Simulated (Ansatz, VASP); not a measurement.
# Cross-check of FeSi2 (Linzhiite) between VASP and Ansatz, part 2 of 2

One calculation is typed for both programs; each brings its own data sets. How far apart do they land? The cell is taken from a series of runs on this material, whose earlier steps may have relaxed, scaled, displaced or heated it; both programs get it as it stands.

VASP 6.6.1 and Ansatz 0.2.0.

So far: Starting point; VASP: zone-centre phonons, PBEsol.

### Step 3. Ansatz: zone-centre phonons, PBEsol

Level of this step: Ansatz beside VASP: Kohn-Sham DFT, plane waves, PBEsol (Ansatz).

Ansatz runs on its PAW soft_1 files.

The same cell, functional, mesh and smearing now go to Ansatz, which takes its cutoff from its data sets.

Contents of input.yaml:

```yaml
crystal:
  lattice:
    - [2.7159845403, 0.0, 0.0]
    - [0.0, 2.7159845403, 0.0]
    - [0.0, 0.0, 5.1553177925]
  atoms:
    - { symbol: Si, position: [0.5, 0.5, 0.2706871784] }
    - { symbol: Si, position: [0.5, 0.5, 0.7293128216] }
    - { symbol: Fe, position: [0.0, 0.0, 0.0] }
kpoints:
  mp_grid: { grid: [16, 16, 8] }
hamiltonian:
  xc: pbesol
  pseudopotentials: { kind: paw, azcp: { folder: soft_1 }, xc_functional: pbe }
scf:
  occupations: { method: methfessel_paxton, width: 0.2 }
output:
  eigenvalues: true
phonons:
  method: dfpt
```

Command:

```console
> ansatz run input.yaml --threads 4 --pin off --max-ram 10240MiB --backend cpu --events-out ev --progress --plain --runs-dir out
```

Numbers of over 12 decimals in the logs are rounded to 6 here.

The log of the run:

```text
zone centre: on kpoints.mp_grid the ground state, and the responses unless they are solved on pairs of k-points, stand on 405 of the mesh's 2048 k-points, reduced under 4 symmetry operations, with k and −k counted as one. Each operation leaves every solved displacement unchanged or reverses it
Engine: ansatz 0.2.0, x86_64-unknown-linux-gnu
Pseudopotentials: kind: paw
Pseudopotential: Si, paw, valence charge 4, recommended cutoff 420 eV (normal), soft_1/Si.paw.azcp
Pseudopotential: Fe, paw, valence charge 16, recommended cutoff 420 eV (normal), soft_1/Fe.paw.azcp
Functional definition: PBEsol
  exchange = pbesol_x
  correlation = pbesol_c
Crystal: 3 atoms, lattice volume = 38.029 Å³
Basis set: ecut = 420 eV, 773 PW (Γ), exchange–correlation on 40×40×72 points (8 copies of the dense FFT grid, shifted against one another)
Bands: 16, of which v1, the nominal top of the filled ones, is band 12 counted from 1 (11 counted from 0)
Symmetry: 16 space group operations
k-points: 405 of 2048 (irreducible under 4 space group operations, time reversal used)
Non-local potential: Si, projectors of the file, l = 0: 2, l = 1: 2, l = 2: 1
Non-local potential: Fe, projectors of the file, l = 0: 3, l = 1: 2, l = 2: 3, l = 3: 1
PAW form: soft (Blöchl's): semilocal exchange-correlation on the pseudo side does not see the compensation charge
PAW frozen core: Si, regenerated for the run's functional, and the local potential with it (the file was generated under x = pbe(κ = 0.804, μ = 0.219515), c = pbe(β = 0.066725))
PAW frozen core: Fe, regenerated for the run's functional, and the local potential with it (the file was generated under x = pbe(κ = 0.804, μ = 0.219515), c = pbe(β = 0.066725))
PAW one-centre angular grid: Si, 110 points (default); XC on 64 Gauss nodes
PAW one-centre angular grid: Fe, 590 points (default); XC on 64 Gauss nodes
Initial density: superposition of atomic densities (chi_scale 0.1, normalization cell, long waves kept (reshape's long-wave potential 0.00 eV rms))
Initial wavefunctions: pseudopotential atomic-orbital guess
Functional: x = pbesol(κ = 0.804, μ = 0.123457), c = pbesol(β = 0.046)
SCF iter   1: F=—  HF=-5695.012858 eV  |F-HF|=—  |Δ(HF+E_count)|=         —  Δρ=1.25e-1  dr2=1.28e1  ethr=3.10e-3  ⟨swp⟩=5.1  Hψ=34234  notcnv=0
preconditioner: auto → none  [metal: Δε(μ)=0.020 eV  Ē_g=7.835 eV  σ=0.200 eV  W_gap=0.08  n_scr=8 (ndim 8)  ℏωp=24.1 eV  f_vac=0.000  D(μ)=1.91/eV (n_scr^D=16)  sad-step TF]
SCF iter   2: F=—  HF=-5694.757682 eV  |F-HF|=—  |Δ(HF+E_count)|=   2.55e-1  S|Δr|=    0.00e0  Δρ=1.41e-1  dr2=1.31e1  ethr=3.10e-3  ⟨swp⟩=2.0  Hψ=11095  notcnv=0
SCF iter   3: F=—  HF=-5693.539044 eV  |F-HF|=—  |Δ(HF+E_count)|=    1.22e0  S|Δr|=    0.00e0  Δρ=6.06e-2  dr2=1.57e0  ethr=3.10e-3  ⟨swp⟩=3.0  Hψ=11919  notcnv=0
SCF iter   4: F=—  HF=-5693.373968 eV  |F-HF|=—  |Δ(HF+E_count)|=   1.65e-1  S|Δr|=    0.00e0  Δρ=1.19e-2  dr2=1.34e-1  ethr=3.10e-3  ⟨swp⟩=2.5  Hψ=13221  notcnv=0
SCF iter   5: F=—  HF=-5693.330775 eV  |F-HF|=—  |Δ(HF+E_count)|=   4.32e-2  S|Δr|=    0.00e0  Δρ=3.22e-3  dr2=2.18e-3  ethr=5.60e-4  ⟨swp⟩=2.0  Hψ=10753  notcnv=0
SCF iter   6: F=—  HF=-5693.330678 eV  |F-HF|=—  |Δ(HF+E_count)|=   9.66e-5  S|Δr|=    0.00e0  Δρ=5.81e-4  dr2=4.09e-5  ethr=9.08e-6  ⟨swp⟩=2.3  Hψ=10128  notcnv=0
SCF iter   7: F=—  HF=-5693.330668 eV  |F-HF|=—  |Δ(HF+E_count)|=   1.00e-5  S|Δr|=    0.00e0  Δρ=1.21e-4  dr2=2.60e-6  ethr=1.70e-7  ⟨swp⟩=2.0  Hψ=11257  notcnv=0
SCF iter   8: F=—  HF=-5693.330671 eV  |F-HF|=—  |Δ(HF+E_count)|=   2.77e-6  S|Δr|=    0.00e0  Δρ=1.94e-5  dr2=7.95e-8  ethr=1.09e-8  ⟨swp⟩=2.2  Hψ=9392  notcnv=0
SCF iter   9: F=—  HF=-5693.330671 eV  |F-HF|=—  |Δ(HF+E_count)|=   1.46e-8  S|Δr|=    0.00e0  Δρ=2.09e-6  dr2=6.72e-10  ethr=3.31e-10  ⟨swp⟩=2.3  Hψ=10002  notcnv=0
SCF iter  10: F=-5693.330671 eV  HF=-5693.330671 eV  |F-HF|=7.28e-12  |Δ(HF+E_count)|=  1.66e-10  S|Δr|=    0.00e0  Δρ=1.73e-7  dr2=4.12e-12  ethr=1.00e-12  ⟨swp⟩=4.9  Hψ=34242  notcnv=0
the search or the solves at the SCF's close seem to have found levels that the self-consistency loop had missed (the run counts 1). By its estimate they hold under 1e-12 electrons; where the run keeps them, the occupations were computed again with them
SCF 1 converged in 10 iterations: F = -5693.330671 eV  dr2 = 4.12e-12
  greatest PAW one-centre occupation: 1.000 electrons in one spin orbital (limit 2), on the Fe atom at site 2 (counted from 0), in its partial waves of l = 1
DFPT response loops at Γ: preconditioner auto → Kerker (q_TF=auto, 2.527 Å⁻¹) (partly filled bands, converged f_vac=0.000); β = 1.00, the filter's whole step (`scf.mixing.beta` (0.50) is not read by the response loops under this deck's `scf.mixing.preconditioner`; to damp them name `kerker` or `kerker_dos`, under which they read `scf.mixing.beta`, and type it under 1.00, their step now; both keys bind the ground state too); Broyden in place of MSR1
SCF converged after 10 iterations
Stability not checked: this state was not tested for a lower state beside it, because cold or Methfessel-Paxton smearing, or corrected tetrahedra, fill the levels in a way that the test cannot read (fill_not_monotonic; see scf.lower_state_search)
Free energy (F): -5693.330671 eV
Harris-Foulkes:  -5693.330671 eV  (|F-HF|=7.28e-12)
Internal energy: -5693.331624 eV  (E = F + TS)
E sigma→0 (E₀):  -5693.330909 eV
Entropy (-TS):   0.000953 eV (0.318 meV/atom)
Fermi energy:    13.727641 eV
Step filling:    the computed levels leave a gap of 0.0037 eV = 0.0 smearing widths at the electron count; against every level under it full and every level over it empty, smearing changes F+E_penalty+E_count by +0.784 meV and its σ→0 estimate by +0.545 meV
--- Per-component energies (eV) ---
  E_band       = -235.521847
  E_kinetic    = 424.002154
  E_local      = -3581.651556  (includes V_loc(G=0)·N_el)
  E_nonlocal   = 333.320737
  E_hartree    = 1580.297274
  E_xc         = -226.491819
  E_vxc        = -243.758722  (∫ρ·V_xc dr)
  E_paw        = -2346.008156  (= ΣΔE_a)
  E_vpaw       = -328.028122  (= ΣTr[D̂ρ^β])
  E_aug_tail   = -0.000837  (compensation charges beyond the density's cutoff)
  E_ewald      = -1877.041745
  E_core_change = 0.242323  (= ΣΔE_core)
  E_smearing   = 0.000953  (= −TS)
  E_closure    = 0.000000  (closes the sum)
  Σ components = -5693.330671   (vs F -5693.330671, Δ=0.00e0)
--- Band table (eV; the first three rows and the last of 405) ---
  k-point 0: bands = [... 8 lower, 12.1538, 12.2432, 12.2432, 13.0789, 18.0459, 18.0459, 20.1537, 20.8121]
  k-point 1: bands = [... 8 lower, 12.1178, 12.2363, 12.2363, 13.0789, 18.1444, 18.1444, 19.1562, 20.6439]
  k-point 2: bands = [... 8 lower, 11.9863, 12.2198, 12.2198, 13.0791, 17.7185, 18.4280, 18.4280, 20.3578]
  k-point 404: bands = [... 8 lower, 10.4382, 10.4382, 12.0033, 13.8522, 14.1511, 14.1511, 14.9594, 16.3190]
--- Phonons (Γ-DFPT): 4 representative perturbations + reference, on 405 of 2048 k-points (Σ response iterations 15) ---
  k mesh reduced under 4 symmetry operations, with k and −k counted as one. Each operation leaves every solved displacement unchanged or reverses it
  ASR residual: 4.702e-5 → 0.000e0 eV/Å²; symmetrization residual: 2.292e-6 eV/Å²
  ASR residual per site (eV/Å²): 2.95e-5 2.95e-5 4.70e-5
  Γ frequencies (cm⁻¹): 0.00 0.00 0.00 217.84 217.84 267.81 267.81 340.86 525.83
  non-analytic LO–TO correction: not included (Born effective charges unavailable; polar crystals: no LO–TO splitting at Γ)
```

Reading the cycles: dr2 is the Hartree energy of the density residual (eV), the measure of convergence; HF is the Harris–Foulkes estimate of the energy, which meets the free energy F at convergence.

### Step 4. Comparison

Known differences besides the potentials themselves: the data sets hold 24 valence electrons in Ansatz (on its PAW soft_1 files) and 16 in VASP; the cutoff is 420 eV in Ansatz and 600 eV in VASP; Ansatz makes its cores anew for this functional, VASP keeps those of its PBE data sets. Total energies have different zeros and are not compared.

The two programs side by side:

```csv
quantity,Ansatz,VASP,difference
optical mode 1 to 2 (cm⁻¹),217.8,219.5,-0.77 %
optical mode 3 to 4 (cm⁻¹),267.8,272.6,-1.77 %
optical mode 5 (cm⁻¹),340.9,344.1,-0.94 %
optical mode 6 (cm⁻¹),525.8,526.6,-0.14 %
```

Modes are paired by rising frequency, not by their patterns, so a pair may set unlike modes beside each other; they are those without the splitting of longitudinal modes.

### Step 5. What came out

```yaml
r_m_s_difference_of_the_optical_zone_centre_modes_each_program_s_sorted_by_frequency_zone_centre_phonons_pbesol: 3.2 cm⁻¹
difference_in_optical_mode_3_to_4_zone_centre_phonons_pbesol: -1.8 %
```

In words: The r.m.s. difference of the optical zone-centre modes, each program's sorted by frequency is 3.2 cm⁻¹ (zone-centre phonons, PBEsol). The data sets hold unlike numbers of valence electrons (24 in Ansatz and 16 in VASP), so part of the differences comes from the potentials. Among the rows given in per cent, the largest difference of the zone-centre phonons, PBEsol pair is in optical mode 3 to 4, -1.8 %. How closely two codes agree says nothing of how well the functional describes the real material.

[Lines on the potential files, build, host, timing and source positions are cut from VASP's logs without a mark.]

[Logs are printed without paths, hosts, clocks, repeated set-up lines and the standing remarks that a program may print on its own settings, such as how far it seeks lower states.]

[Hosts, paths, dates, database ids (printed as entryN), source tags and the programs' standing remarks are cut or masked in the printed files.]
